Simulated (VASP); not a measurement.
# Co under a change of volume

Wanted: the elastic response of Co to a change of volume, with a fit that predicts a row left out.

Main program and level: VASP 6.6.1; r2SCAN, spin-polarised from a ferromagnetic start; plane waves and PAW (Co), in the first sound run; inputs show where later runs differ.

## (1) The structure

It takes space group P6_3/mmc (No. 194, hexagonal). Conventional cell: a = 2.510 Å, b = 2.510 Å, c = 4.071 Å, α = 90.00°, β = 90.00°, γ = 120.00°. Co has 12 Co at 2.50 to 2.51 Å nearest.

Coordinates:

```cif
data_structure
_symmetry_space_group_name_H-M 'P6_3/mmc'
_symmetry_Int_Tables_number 194
_cell_length_a 2.5100
_cell_length_b 2.5100
_cell_length_c 4.0712
_cell_angle_alpha 90.000
_cell_angle_beta 90.000
_cell_angle_gamma 120.000
_cell_volume 22.21
loop_
_atom_site_label
_atom_site_type_symbol
_atom_site_symmetry_multiplicity
_atom_site_Wyckoff_symbol
_atom_site_fract_x
_atom_site_fract_y
_atom_site_fract_z
_atom_site_occupancy
Co1 Co 2 d 0.33333 0.66667 0.75000 1
```

## (2) Relax the crystal, r2SCAN

The series starts from the cell that this level prefers, so that zero strain is near zero stress.

This step took 2 runs in a row; the last is shown.

Level: r2SCAN, spin-polarised from a ferromagnetic start; plane waves and PAW (Co).

File INCAR:

```
SYSTEM = Co
PREC = Accurate
ENCUT = 450
EDIFF = 1E-07
NELM = 120
ISMEAR = 1
SIGMA = 0.15
LREAL = .FALSE.
ALGO = Normal
METAGGA = R2SCAN
LASPH = .TRUE.
NBANDS = 18
ISPIN = 2
MAGMOM = 1.6 1.6
LMAXMIX = 4
LORBIT = 11
LWAVE = .FALSE.
LCHARG = .FALSE.
KPAR = 8
IBRION = 2
NSW = 40
ISIF = 3
EDIFFG = -0.005
POTIM = 0.4
```

File POSCAR:

```
Co
1.0
    2.4714923698      0.0000000000      0.0000000000
   -1.2357461849      2.1403751775      0.0000000000
    0.0000000000      0.0000000000      4.0130509563
Co
2
Direct
    0.0000000000      0.0000000000      0.0000000000
    0.3333333333      0.6666666667      0.5000000000
```

File KPOINTS:

```
Automatic mesh
0
Gamma
27 27 15
0 0 0
```

PAW data sets: Co (PBE family, release 64).

The run is started by

```console
$ mpirun -np 8 vasp_std
```

What it wrote:

```text
[banner, memory and clock lines left out]
running    8 mpi-ranks, on    1 nodes
[...]
|                                                                             |
|           W    W    AA    RRRRR   N    N  II  N    N   GGGG   !!!           |
|           W    W   A  A   R    R  NN   N  II  NN   N  G    G  !!!           |
|           W    W  A    A  R    R  N N  N  II  N N  N  G       !!!           |
|           W WW W  AAAAAA  RRRRR   N  N N  II  N  N N  G  GGG   !            |
|           WW  WW  A    A  R   R   N   NN  II  N   NN  G    G                |
|           W    W  A    A  R    R  N    N  II  N    N   GGGG   !!!           |
|                                                                             |
|     For optimal performance we recommend to set                             |
|       NCORE = 2 up to number-of-cores-per-socket                            |
|     NCORE specifies how many cores store one orbital (NPAR=cpu/NCORE).      |
|     This setting can greatly improve the performance of VASP for DFT.       |
[...]
DAV:   6    -0.264136290884E+02    0.62715E-06   -0.77681E-08 24092   0.256E-03    0.107E-03
DAV:   7    -0.264136291013E+02   -0.12934E-07   -0.18584E-08 22012   0.168E-03
   2 F= -.26413629E+02 E0= -.26413638E+02  d E =-.292443E-06  mag=     3.4741
 trial-energy change:   -0.000000  1 .order   -0.000001   -0.000008    0.000007
 step:   0.5431(harm=  0.5431)  dis= 0.00000  next Energy=   -26.413631 (dE=-0.222E-05)
[...]
N       E                     dE             d eps       ncg     rms          rms(c)
DAV:   1    -0.264136510319E+02   -0.21943E-04   -0.18051E-04 45710   0.247E-01    0.371E-02
DAV:   2    -0.264136321574E+02    0.18874E-04   -0.55667E-05 48288   0.165E-01    0.271E-02
DAV:   3    -0.264136307491E+02    0.14083E-05   -0.50146E-06 50634   0.460E-02    0.108E-02
DAV:   4    -0.264136304540E+02    0.29511E-06   -0.24940E-07 43880   0.661E-03    0.349E-03
DAV:   5    -0.264136303206E+02    0.13333E-06   -0.76705E-08 22320   0.369E-03    0.107E-03
DAV:   6    -0.264136305944E+02   -0.27377E-06   -0.27465E-08 21880   0.144E-03    0.513E-04
DAV:   7    -0.264136305865E+02    0.79513E-08   -0.36635E-09 21816   0.606E-04
   3 F= -.26413631E+02 E0= -.26413638E+02  d E =-.177757E-05  mag=     3.4745
[...]
reached required accuracy - stopping structural energy minimisation
```

It took 5.2 min on 8 MPI ranks of Intel Xeon 6975P-C (Granite Rapids), shared host; peak memory 2.9 GiB; 41 min of CPU time.

Lines that name or quote the potential files are left out of all logs, and their timing lines are given in words.

From OUTCAR (step 2):

```text
  Total       -0.0002115     -0.0002115     -0.0024679      0.0000000     -0.0000000      0.0000000
  in kB       -0.0159662     -0.0159662     -0.1863276      0.0000000     -0.0000000      0.0000000
  external PRESSURE =      -0.0727534 kB  Pullay stress =       0.0000000 kB

 POSITION                                       TOTAL-FORCE (eV/Angst)
 -----------------------------------------------------------------------------------
      0.00000      0.00000      0.00000         0.000000     -0.000000      0.000000
     -0.00000      1.42675      2.00624        -0.000000      0.000000      0.000000
 -----------------------------------------------------------------------------------
    total drift:                               -0.000000      0.000000     -0.000000

  FREE ENERGIE OF THE ION-ELECTRON SYSTEM (eV)
  ---------------------------------------------------
  free  energy   TOTEN  =       -26.4136305865 eV

  energy  without entropy=      -26.4136531546  energy(sigma->0) =      -26.41363811

 reached required accuracy - stopping structural energy minimisation

 magnetization (x)
# of ion       s       p       d       tot
------------------------------------------
    1       -0.013  -0.086   1.896   1.797
    2       -0.013  -0.086   1.896   1.797
--------------------------------------------------
tot         -0.025  -0.172   3.792   3.595

[... 3 further parts left out ...]
[key lines of the parts left out:]
E-fermi :  10.6398
```

Numbers from this step:

```
energy(sigma→0) of the program : -26.4136 eV
stress, compression positive   : xx, yy, zz 0.00, 0.00, -0.02 GPa
volume                         : 21.221 Å³
ionic steps                    : 3
```

## (3) Relax at fixed volume, r2SCAN

One member in full: the volume is scaled by 1.01, and shape and atoms relax at that volume.

Level: r2SCAN, spin-polarised from a ferromagnetic start; plane waves and PAW (Co).

INCAR: that of step 2 with these lines changed.

```diff
@@ -18,7 +18,7 @@
 LCHARG = .FALSE.
-KPAR = 8
+KPAR = 2
 IBRION = 2
 NSW = 40
-ISIF = 3
-EDIFFG = -0.005
+ISIF = 4
+EDIFFG = -0.004
 POTIM = 0.4
```

File POSCAR:

```
Co
1.0
    2.4794166971      0.0000000000      0.0000000000
   -1.2397083486      2.1472378463      0.0000000000
    0.0000000000      0.0000000000      4.0258173674
Co
2
Direct
    0.0000000000      0.0000000000      0.0000000000
    0.3333333333      0.6666666667      0.5000000000
```

KPOINTS is that of step 2.

The run is started by

```console
$ mpirun -np 2 vasp_std
```

What it wrote:

```text
[banner, memory and clock lines left out]
running    2 mpi-ranks, on    1 nodes
[...]
[... a notice as in an earlier step ...]

 LDA part: xc-table for (None), standard interpolation
 POSCAR, INCAR and KPOINTS ok, starting setup
[...]
entering main loop
       N       E                     dE             d eps       ncg     rms          rms(c)
DAV:   1     0.660219533218E+02    0.66022E+02   -0.71060E+03 45120   0.118E+03
DAV:   2    -0.278329891717E+02   -0.93855E+02   -0.85223E+02 43492   0.224E+02
DAV:   3    -0.314565103418E+02   -0.36235E+01   -0.35190E+01 47602   0.575E+01
DAV:   4    -0.315257852481E+02   -0.69275E-01   -0.69221E-01 58568   0.640E+00
[...]
DAV:  17    -0.264123628594E+02    0.20993E-06   -0.39968E-08 22650   0.217E-03    0.331E-04
DAV:  18    -0.264123626881E+02    0.17133E-06   -0.79459E-09 22386   0.887E-04    0.127E-04
DAV:  19    -0.264123626987E+02   -0.10578E-07   -0.12795E-09 22288   0.339E-04
   1 F= -.26412363E+02 E0= -.26412352E+02  d E =-.264124E+02  mag=     3.4867
[...]
N       E                     dE             d eps       ncg     rms          rms(c)
DAV:   1    -0.264123771510E+02   -0.14463E-04   -0.43337E-04 46930   0.155E-01    0.226E-02
DAV:   2    -0.264123713736E+02    0.57774E-05   -0.62006E-06 54304   0.386E-02    0.120E-02
DAV:   3    -0.264123642410E+02    0.71326E-05   -0.33977E-06 50642   0.178E-02    0.366E-03
DAV:   4    -0.264123668807E+02   -0.26398E-05   -0.29405E-07 40198   0.718E-03    0.919E-04
DAV:   5    -0.264123669226E+02   -0.41897E-07   -0.56293E-08 22534   0.303E-03
   2 F= -.26412367E+02 E0= -.26412353E+02  d E =-.422394E-05  mag=     3.4872
 trial-energy change:   -0.000004  1 .order   -0.000004   -0.000006   -0.000002
 step:   1.4841(harm=  1.4841)  dis= 0.00000  next Energy=   -26.412367 (dE=-0.460E-05)
 reached required accuracy - stopping structural energy minimisation
```

Run time: 11 min. Hardware: 2 MPI ranks; peak memory 0.7 GiB; 22 min of CPU time.

OUTCAR, selected parts (step 3):

```text
  Total       -0.3035887     -0.3035887     -0.2964313      0.0000000      0.0000000      0.0000000
  in kB      -22.6940754    -22.6940754    -22.1590365      0.0000000      0.0000000      0.0000000
  external PRESSURE =     -22.5157291 kB  Pullay stress =       0.0000000 kB

 POSITION                                       TOTAL-FORCE (eV/Angst)
 -----------------------------------------------------------------------------------
      0.00000      0.00000      0.00000         0.000000      0.000000      0.000000
     -0.00000      1.43129      2.01348        -0.000000     -0.000000      0.000000
 -----------------------------------------------------------------------------------
    total drift:                               -0.000000      0.000000     -0.000000

  FREE ENERGIE OF THE ION-ELECTRON SYSTEM (eV)
  ---------------------------------------------------
  free  energy   TOTEN  =       -26.4123669226 eV

  energy  without entropy=      -26.4123259438  energy(sigma->0) =      -26.41235326

 magnetization (x)
# of ion       s       p       d       tot
------------------------------------------
    1       -0.013  -0.086   1.905   1.807
    2       -0.013  -0.086   1.905   1.807
--------------------------------------------------
tot         -0.025  -0.171   3.810   3.613

[... 2 parts as in an earlier step ...]

[... 2 further parts left out ...]
[key lines of the parts left out:]
E-fermi :  10.4998
```

Read from the output:

```
energy(sigma→0) of the program : -26.4124 eV
stress, compression positive   : xx, yy, zz -2.27, -2.27, -2.22 GPa
ionic steps                    : 2
```

## (4) All members

The other members went through these steps as far as the tables show, with the same cutoff and, step by step, the same mesh; 9 runs are not shown. The session took 6.0 core hours (wall time by ranks) on a shared machine.

```
volume over the relaxed volume  volume (Å³/atom)  pressure (GPa)  energy above the unstrained row, extrapolated to no smearing (meV/atom)
                         0.940             9.974          16.570                                                                   31.861
                         0.960            10.186          10.438                                                                   13.755
                         0.980            10.398               ?                                                                        ?
                         0.990            10.504           2.380                                                                    0.891
                             1            10.610          -0.003                                                                    0.000
                         1.010            10.716          -2.252                                                                    0.637
                         1.020            10.823          -4.365                                                                    2.707
                         1.040            11.035          -8.250                                                                   10.838
                         1.060            11.247         -11.747                                                                   23.867
```

## (5) Stress from the known rows

A least-squares cubic through the 8 rows shown, with u the logarithm of the volume ratio: pressure = − 566.5 u³ + 549.5 u² − 231.7 u + 0.006244 (GPa), r.m.s. residual 0.012 GPa.

At u = -0.02020 this predicts 4.915 GPa.

## (6) Prediction against calculation

The calculation gives 4.914 GPa, so the prediction is 0.001 GPa too high.

A cubic of the pressure in ln(V/V₀) through all rows has the slope −B at V₀: B = 232 GPa, and its curvature gives B′ = 4.7.

## (7) What came out

```json
{"error of the predicted pressure": "0.001 GPa", "bulk modulus": "232 GPa"}
```

In words: The slope of the energy gives 0.18 GPa at the relaxed volume where the pressure column has 0.00 GPa, a mark of the finite basis or of the smearing. These are static values: temperature and zero-point motion are left out. In a metal the slopes also depend on mesh and smearing, which were held through the series.

[Lines on the potential files, build, host, timing and source positions are cut from VASP's logs without a mark.]

[Logs are printed without paths, hosts, clocks, repeated set-up lines and the standing remarks that a program may print on its own settings, such as how far it seeks lower states.]

[Hosts, paths, dates, database ids (printed as entryN), source tags and the programs' standing remarks are cut or masked in the printed files.]

[In band tables of VASP the shares of atoms and orbitals are scaled to a sum of 1 inside the atoms' spheres.]
